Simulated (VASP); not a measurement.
## Ge: stress against strain

Ge (diamond, Fd-3m, 22.712 Å³/atom at rest, cube axes along x, y and z) under an equal strain ε along x and y, with z held. PBEsol in VASP (plane waves, PAW), 480 eV, 10×10×10 Γ-centred mesh, Methfessel-Paxton smearing 0.10 eV; ions are relaxed within the symmetry of each cell. Stress is positive for a compressed cell.

Here s stands for strain and y for stress xx.

| strain (%) | stress xx (GPa) |
|---|---|
| -3.00 | ? |
| -1.50 | 2.76 |
| -1.00 | 1.84 |
| -0.50 | 0.99 |
| 0.00 | 0.18 |
| 0.50 | -0.60 |
| 1.00 | -1.36 |
| 1.50 | -2.07 |

Taking a straight line for y over the 7 complete rows: Means: s 0, y 0.249. About the means, the sum of products is -11.240 and the sum of squares of s is 7.0000; the slope is their ratio. Least squares gives y = 0.249 - 1.6057·s. Residuals (row less fit): 0.102, -0.015, -0.062, -0.069, -0.046, -0.003, 0.090; standard error 0.077 (degrees of freedom: 5). The slope gives the elastic constants C11 + C12 = 161 ± 3 GPa.

Question: Estimate the missing y (s = -3.00); what did the run itself give?

Answer: y = 0.249 - 1.6057 × (-3.0) = 5.066 GPa. The calculation gives 5.84 GPa, 0.774 GPa above the prediction (9.8 % of the range of y in the table). The row lies outside the fitted rows, so this is an extrapolation. From the scatter of the fitted rows alone, a prediction at this place has a standard error of 0.120 GPa, so the miss is 6.5 times that.

One order more, fitted to all 13 runs of the series, follows each within 0.04, so the miss is the next term of a smooth law. This level leaves no gap over 0.05 eV at strain -0.50, 0.00, 0.50, where the mesh may be coarse. Rows are the converged runs of the series near zero and its far end; series whose fitted rows scatter by over a few per cent of the range, as at a crossing or softening among them, aren't shown in this form. Most that stay on the fit to the last digits aren't either.
